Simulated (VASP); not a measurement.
Consider the following.

```
V
1.0
   -1.47044     1.47044     1.47044
    1.47044    -1.47044     1.47044
    1.47044     1.47044    -1.47044
V
1
Cartesian
  0.00000   0.00000   0.00000
```

Level of theory: optB86b-vdW, VASP's PBE PAW potentials (set 64) (plane waves; VASP). Settings: 520 eV cut-off, 17×17×17 Γ-centred mesh, first-order Methfessel-Paxton smearing of 0.10 eV, potentials V_sv.

Question: What does the run give for the energy per atom (σ→0), pressure, band gap (on the k-mesh) with the smallest direct gap where there is one?

Answer: 
| Item | Value |
|---|---|
| band gap (on the k-mesh) | none (metal, semimetal or under 0.01 eV) |
| energy per atom (σ→0) | -6.036 eV/atom |
| pressure | 6.41 GPa |

The compound is V in the bcc structure. This cell is one point of a volume scan, at 0.97 of the reference volume. The run is not spin-polarised, so no magnetic state was tried.
